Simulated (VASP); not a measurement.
An input for Ansatz (written as the equivalent of a VASP run, and not itself run):

Ansatz 0.2 input:
```yaml
crystal:
  lattice:
    - [2.0201382, -5.6498014, 0.0000000]
    - [2.0201382, 5.6498014, 0.0000000]
    - [0.0000000, 0.0000000, 4.0361540]
  atoms:
    - { symbol: Sn, position: [0.8772113, 0.1227887, 0.2500000] }
    - { symbol: Sn, position: [0.1227887, 0.8772113, 0.7500000] }
    - { symbol: S, position: [0.6482136, 0.3517864, 0.2500000] }
    - { symbol: S, position: [0.3517864, 0.6482136, 0.7500000] }
kpoints:
  mp_grid: { grid: [7, 7, 6] }
hamiltonian:
  xc: pbesol
  pseudopotentials: { kind: paw }
scf:
  occupations: { method: tetrahedron }
  max_iter: 100
output: { forces: true, stress: true, eigenvalues: true }
```

Write the VASP files for the same calculation (PBEsol).

One answer among several that fit: 
File POSCAR:
```
SnS
1
    2.0201381689    -5.6498014341    -0.0000000000
    2.0201381689     5.6498014341     0.0000000000
    0.0000000000    -0.0000000000     4.0361540364
Sn S
2 2
Direct
  0.8772113035   0.1227886965   0.2500000000
  0.1227886965   0.8772113035   0.7500000000
  0.6482136360   0.3517863640   0.2500000000
  0.3517863640   0.6482136360   0.7500000000
```

### KPOINTS
```
Regular mesh
0
G
 7 7 6
0 0 0
```

INCAR:
```
ALGO  =  Normal
EDIFF  =  1E-7
ENCUT  =  400
GGA  =  PS
ISIF  =  2
ISMEAR  =  -5
LASPH  =  T
LCHARG  =  T
LEFG  =  T
LMAXMIX  =  4
LORBIT  =  11
LREAL  =  F
LWAVE  =  F
NEDOS  =  601
NELM  =  100
PREC  =  Accurate
SYSTEM  =  SnS
```

POTCAR, in this order: Sn_d S (PBE.64 set). Program: vasp_std.

Limits of the translation: each code has its own PAW files, so the cut-off isn't converted (ENCUT is set for VASP's; basis.ecutwfc is left out, and Ansatz then takes the one that its files recommend); Ansatz stops its SCF on the density residual and VASP on the energy change (EDIFF); the field gradients of LEFG aren't asked of the other code.

The structure comes from a measured SnS entry (Cmcm) of the Crystallography Open Database, whose conditions weren't checked. It was relaxed first, which changed the volume by -7 %.
